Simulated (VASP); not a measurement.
# LiCaSc with LDA: from relaxation to properties, part 2 of 2

Wanted: the relaxed cell of LiCaSc and its properties. The cell is invented: other elements were put on sites of a known structure type. It may not be a known or stable phase. The atoms of the start are displaced at random from the sites of a P-6m2 cell.

VASP 6.6.1; LDA; plane waves and PAW (Li_sv, Ca_sv, Sc_sv); invented cell.

Still holding for the runs below: The k-mesh is coarse for a metal.

So far. Step 9 (Volume scan with LDA, volume scale 0.98): The run ends at a pressure of 0.48 GPa, with forces up to 0.0065 eV/Å.

## Step 10: Volume scan with LDA, volume scale 1 (continued)

The pressure falls from 0.48 to -0.03 GPa.

The run ends at a pressure of -0.03 GPa, with forces up to 0.0060 eV/Å.

## Step 11: Volume scan with LDA, volume scale 1.02

Input file INCAR:

```
SYSTEM = LiCaSc
PREC = Accurate
ENCUT = 650
EDIFF = 1E-06
NELM = 100
ISMEAR = 1
SIGMA = 0.2
LREAL = .FALSE.
ALGO = Normal
GGA = CA
LORBIT = 11
LWAVE = .FALSE.
LCHARG = .FALSE.
ISIF = 2
```

Input file POSCAR:

```
LiCaSc
1.0
    3.0091808485      0.0000000000      0.0000000000
    0.0000000000      2.7340401346      4.7287012611
    0.0000000000     -2.7340401346      4.7287012611
Li Ca Sc
1 1 1
Direct
    0.5000000000      0.9972157744      0.9972157744
    0.0000000000      0.6633069063      0.6633069063
    0.0000000000      0.3297820362      0.3297820362
```

Input file KPOINTS:

```
Automatic mesh
0
Gamma
8 5 5
0 0 0
```

Potentials, in the order of the species: Li_sv, Ca_sv and Sc_sv (LDA family, release 64).

On the command line:

```bash
> mpirun -np 1 vasp_std
```

Run time: 57 s. Hardware: 1 MPI rank of Intel Xeon Platinum 8375C at 2.90GHz (Ice Lake), shared host; peak memory 0.26 GiB.

The pressure falls from -0.03 to -0.49 GPa.

The run ends at a pressure of -0.49 GPa, with forces up to 0.0054 eV/Å.

## Step 12: Volume scan with LDA, volume scale 1.04

INCAR is that of step 11.

Input file POSCAR:

```
LiCaSc
1.0
    3.0287215314      0.0000000000      0.0000000000
    0.0000000000      2.7517941394      4.7594079739
    0.0000000000     -2.7517941394      4.7594079739
Li Ca Sc
1 1 1
Direct
    0.5000000000      0.9972157744      0.9972157744
    0.0000000000      0.6633069063      0.6633069063
    0.0000000000      0.3297820362      0.3297820362
```

KPOINTS is that of step 11.

On the command line:

```bash
> mpirun -np 1 vasp_std
```

Elapsed: 58 s, on 1 MPI rank; peak memory 0.26 GiB.

The pressure falls from -0.49 to -0.92 GPa.

The run ends at a pressure of -0.92 GPa, with forces up to 0.0050 eV/Å.

## Step 13: Volume scan with LDA, volume scale 1.06

A prediction first. A parabola through the 6 pressures of evenly scaled cells so far, P = -0.03 -24.2 t +40 t² GPa with t = ln(V/V₁) and V₁ the volume at scale 1, gives -1.30 GPa at t = +0.0583.

INCAR is that of step 12.

Input file POSCAR:

```
LiCaSc
1.0
    3.0480132715      0.0000000000      0.0000000000
    0.0000000000      2.7693219632      4.7897234917
    0.0000000000     -2.7693219632      4.7897234917
Li Ca Sc
1 1 1
Direct
    0.5000000000      0.9972157744      0.9972157744
    0.0000000000      0.6633069063      0.6633069063
    0.0000000000      0.3297820362      0.3297820362
```

KPOINTS is that of step 12.

On the command line:

```bash
> mpirun -np 1 vasp_std
```

Elapsed: 65 s, on 1 MPI rank; peak memory 0.26 GiB.

The pressure falls from -0.92 to -1.31 GPa. The parabola predicted -1.30 GPa, +0.01 GPa off.

## Step 14: The series together

Times are for 1 MPI rank of Intel Xeon Platinum 8375C at 2.90GHz (Ice Lake), shared host. The series side by side:

```tsv
no.	volume scale	energy above the lowest point (meV/atom)	pressure (GPa)	time	memory (GiB)
1	0.94	7.85	1.628	60 s	0.24
2	0.96	3.45	1.027	74 s	0.25
3	0.98	0.89	0.4765	80 s	0.26
4	1	0	-0.02579	71 s	0.26
5	1.02	0.66	-0.4896	57 s	0.26
6	1.04	2.75	-0.9184	58 s	0.26
7	1.06	6.12	-1.310	65 s	0.26
```

## Step 15: Fit for LDA

This step: Birch-Murnaghan fit, LDA; plane waves and PAW; invented cell (VASP 6.6.1).

Derived from the runs above.

Numbers from this step:

```
pressure derivative of the bulk modulus : 3.337
r.m.s. error of the fit                 : 2.45e-6 eV/atom
minimum inside the sampled range        : yes
bulk modulus                            : 24.21 GPa
equilibrium volume of the fit           : 25.46 Å³/atom
```

Energy above the fitted minimum against volume:

```tsv
volume (Å³/atom)	energy above the fitted minimum (eV/atom)
23.90	0.00785
24.41	0.00345
24.92	8.9e-4
25.43	-1.6e-6
25.94	6.6e-4
26.44	0.00274
26.95	0.00612
```

The fitted volume lies +0.11 % from the relaxed one. At a finite cutoff and mesh the minimum of the energy and the zero of the stress don't quite coincide, and the relaxation stops at a threshold.

## Step 16: Elastic constants (LDA)

This step: LDA; plane waves and PAW (Li_sv, Ca_sv, Sc_sv); invented cell (VASP 6.6.1).

IBRION = 6 with ISIF = 3 strains the cell both ways at fixed fractional positions, and adds the ions' share afterwards from the force constants. Stress converges slowly with the basis, so the cutoff is raised.

Input file INCAR:

```
SYSTEM = LiCaSc
PREC = Accurate
ENCUT = 700
EDIFF = 1E-07
NELM = 100
ISMEAR = 1
SIGMA = 0.2
LREAL = .FALSE.
ALGO = Normal
GGA = CA
LORBIT = 11
LWAVE = .FALSE.
LCHARG = .FALSE.
IBRION = 6
NFREE = 2
POTIM = 0.015
ISIF = 3
NSW = 1
```

Input file POSCAR:

```
LiCaSc
1.0
    2.9893830329      0.0000000000      0.0000000000
    0.0000000000      2.7160525077      4.6975904837
    0.0000000000     -2.7160525077      4.6975904837
Li Ca Sc
1 1 1
Direct
    0.5000000000      0.9972157744      0.9972157744
    0.0000000000      0.6633069063      0.6633069063
    0.0000000000      0.3297820362      0.3297820362
```

KPOINTS is that of step 13.

On the command line:

```bash
> mpirun -np 1 vasp_std
```

Elapsed: 20 min, on 1 MPI rank; peak memory 0.42 GiB.

The run was stopped at its time limit, by a STOPCAR file.

More ranks or a longer limit would be the way on.

## Step 17: Outcome

```
relaxed volume                                                           : 25.43 Å³/atom
relaxed conventional cell a, b, c                                        : 5.426, 5.426, 2.989 Å; angles 90.0, 90.0, 120.0°
space group after relaxing, within 0.02 Å (lengths above averaged to it) : P-6m2 (No. 187)
band gap                                                                 : none, a metal
DOS at the Fermi level                                                   : 1.39 states/eV/cell
bulk modulus from the fit                                                : 24.2 GPa
volume from the fit                                                      : 25.5 Å³/atom
```

With LDA, LiCaSc relaxes to 25.43 Å³/atom in space group P-6m2, comes out as a metal and has a bulk modulus of 24.2 GPa. Not obtained: elastic constants (LDA), because the run hit its time limit. Bands along the symmetry lines (LDA): Of the bands kept, 3 cross the Fermi level on this path. The k-sampling is coarse for a metal, so the Fermi level, pressures and the shape of the cell carry errors. No search among competing phases was made. All values are for a static lattice at zero temperature.

[Lines on the potential files, build, host, timing and source positions are cut from VASP's logs without a mark.]

[Logs are printed without paths, hosts, clocks, repeated set-up lines and the standing remarks that a program may print on its own settings, such as how far it seeks lower states.]

[Hosts, paths, dates, database ids (printed as entryN), source tags and the programs' standing remarks are cut or masked in the printed files.]

[A measured line is paired with the nearest computed mode of its activity, which favours agreement.]
